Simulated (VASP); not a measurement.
Input:

```yaml
crystal:
  lattice:
    - [3.98801, 0.00000, 0.00000]
    - [0.00000, 3.98801, 0.00000]
    - [0.00000, 0.00000, 3.98801]
  atoms:
    - { symbol: K, position: [0.00000, 0.00000, 0.00000] }
    - { symbol: Ta, position: [0.50000, 0.50000, 0.50000] }
    - { symbol: O, position: [0.50000, 0.00000, 0.50000] }
    - { symbol: O, position: [0.00000, 0.50000, 0.50000] }
    - { symbol: O, position: [0.50000, 0.50000, 0.00000] }
```

Level of theory: r2SCAN+rVV10, VASP's PBE PAW potentials (set 64) (plane waves; VASP 6.6.1). Settings: 520 eV cut-off, 6×6×6 Γ-centred mesh, Gaussian smearing of 0.050 eV, potentials K_sv Ta_pv O.

Unless said otherwise, spin-orbit coupling is left out, though it shifts the bands of the heavy elements here.

**Question.** What does the run give for the energy per atom (σ→0), band gap (on the k-mesh) with the smallest direct gap where there is one?

**Answer.** 
| Quantity | Result |
|---|---|
| band gap (on the k-mesh) | 2.59 eV |
| smallest direct gap (on the k-mesh) | 3.24 eV |
| energy per atom (σ→0) | -17.240 eV/atom |

The compound is KTaO3 in the cubic perovskite structure. It was relaxed first.
